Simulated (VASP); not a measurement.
All values below come from LDA (Ceperley-Alder, Perdew-Zunger), VASP's LDA PAW potentials (set 64) (plane waves; VASP).

VASP input:

INCAR:
```
SYSTEM = CoSi2
PREC = Accurate
ENCUT = 400
EDIFF = 1E-7
NELM = 100
ALGO = Normal
LREAL = .FALSE.
LASPH = .TRUE.
ISMEAR = 0
SIGMA = 0.05
LMAXMIX = 4
LWAVE = .FALSE.
LCHARG = .FALSE.
LORBIT = 11
ICHARG = 11
```

KPOINTS:
```
k-points along high-symmetry lines
15
Line-mode
Reciprocal
  0.000000   0.000000   0.000000 ! GAMMA
  0.500000   0.000000   0.500000 ! X

  0.500000   0.000000   0.500000 ! X
  0.625000   0.250000   0.625000 ! U

  0.375000   0.375000   0.750000 ! K
  0.000000   0.000000   0.000000 ! GAMMA

  0.000000   0.000000   0.000000 ! GAMMA
  0.500000   0.500000   0.500000 ! L

  0.500000   0.500000   0.500000 ! L
  0.500000   0.250000   0.750000 ! W

  0.500000   0.250000   0.750000 ! W
  0.500000   0.000000   0.500000 ! X
```

POSCAR:
```
CoSi2
1
   -0.0000000000     2.6376588072     2.6376588072
    2.6376588072    -0.0000000000     2.6376588072
    2.6376588072     2.6376588072    -0.0000000000
Co Si
1 2
Direct
  0.0000000000   0.0000000000   0.0000000000
  0.2500000000   0.2500000000   0.2500000000
  0.7500000000   0.7500000000   0.7500000000
```

POTCAR, in this order: Co Si (LDA.64 set). Program: vasp_std. Read from the step before: CHGCAR.

The resulting files:

File OSZICAR:
```
       N       E                     dE             d eps       ncg     rms          rms(c)
DAV:   1     0.597600363480E+02    0.59760E+02   -0.60114E+03  2176   0.111E+03
DAV:   2    -0.180842196109E+02   -0.77844E+02   -0.72657E+02  2180   0.236E+02
DAV:   3    -0.214335231186E+02   -0.33493E+01   -0.32787E+01  2856   0.565E+01
DAV:   4    -0.215001409691E+02   -0.66618E-01   -0.66164E-01  2704   0.762E+00
DAV:   5    -0.215020383613E+02   -0.18974E-02   -0.18951E-02  2852   0.128E+00
DAV:   6    -0.215021314196E+02   -0.93058E-04   -0.93057E-04  3128   0.247E-01
DAV:   7    -0.215021327249E+02   -0.13052E-05   -0.13060E-05  2888   0.239E-02
DAV:   8    -0.215021327685E+02   -0.43632E-07   -0.42793E-07  2244   0.373E-03
   1 F= -.21502133E+02 E0= -.21500738E+02  d E =-.279019E-02
```

### OUTCAR
```
 val. band max:       11.7524635715   @ k =   0.0000   0.0000   0.0000

 cond. band min:      11.7698649075   @ k =   0.0357   0.0357   0.0357



 k-point     1 :       0.0000    0.0000    0.0000
  band No.  band energies     occupation
      1      -2.8021      2.00000
      2       6.3228      2.00000
      3       6.3228      2.00000
      4       6.3228      2.00000
      5       8.5581      2.00000
      6       8.5581      2.00000
      7      11.7525      1.14749
      8      14.1075      0.00000
      9      14.1075      0.00000
     10      14.1076      0.00000
     11      14.2200      0.00000
     12      14.2200      0.00000

 k-point     2 :       0.0357    0.0000    0.0357
  band No.  band energies     occupation
      1      -2.7754      2.00000
      2       6.2779      2.00000
      3       6.3245      2.00000
      4       6.3245      2.00000
      5       8.5332      2.00000
      6       8.5654      2.00000
      7      11.7782      0.58834
      8      13.4953      0.00000
      9      13.4953      0.00000
     10      14.0186      0.00000
     11      14.2811      0.00000
     12      14.8700      0.00000

 k-point     3 :       0.0714    0.0000    0.0714
  band No.  band energies     occupation
      1      -2.6953      2.00000
      2       6.1505      2.00000
      3       6.3299      2.00000
      4       6.3299      2.00000
      5       8.4580      2.00000
      6       8.5868      2.00000
      7      11.8460      0.01387
      8      12.8677      0.00000
      9      12.8677      0.00000
     10      13.7387      0.00000
     11      14.4660      0.00000
     12      15.5479      0.00000

 k-point     4 :       0.1071    0.0000    0.1071
  band No.  band energies     occupation
      1      -2.5621      2.00000
      2       5.9590      2.00000
      3       6.3399      2.00000
      4       6.3399      2.00000
      5       8.3285      2.00000
      6       8.6216      2.00000
      7      11.9348      0.00000
...
```

The density is held fixed in this step, so its total energy and stress have no physical meaning.

The compound is CoSi2 in the fluorite structure. It was relaxed first. The run is not spin-polarised, so no magnetic state was tried. The electron count is odd and the run is not spin-polarised, which forces a metal.
